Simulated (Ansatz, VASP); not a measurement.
# One calculation of Nb2O, two programs

```xyz
6
Lattice="4.4602 0.0000 0.0000 0.0000 4.4602 0.0000 0.0000 0.0000 4.4602" Properties=species:S:1:pos:R:3 pbc="T T T"
Nb    1.1150    1.1150    1.1150
Nb    1.1150    3.3451    3.3451
Nb    3.3451    3.3451    1.1150
Nb    3.3451    1.1150    3.3451
O     0.0000    0.0000    0.0000
O     2.2301    2.2301    2.2301
```

Alike in both runs: task single point; functional PBE; k mesh 4 × 4 × 4; occupations gaussian, width 0.1 eV; no spin polarisation.

|  | VASP | Ansatz |
| --- | --- | --- |
| version | VASP 6.6.1 | Ansatz 0.2.0 |
| potentials or method | VASP PAW PBE potentials, release 64 (Nb_sv, O) | scalar-relativistic, plane waves, PAW |
| plane-wave cutoff (eV) | 520 | 420 |
| valence electrons in the cell | 64 | 64 |

```tsv
	VASP	Ansatz	Ansatz less VASP
gap on the k mesh at the Fermi level (eV)	none	none	-
pressure (GPa)	20.5	21.1	+0.54
```

A gap of «none» marks a metal or a gap that the smearing closes.

Caveats: so large a pressure means that the cell lies far from this level's equilibrium, or that cutoff or potentials fall short (VASP).
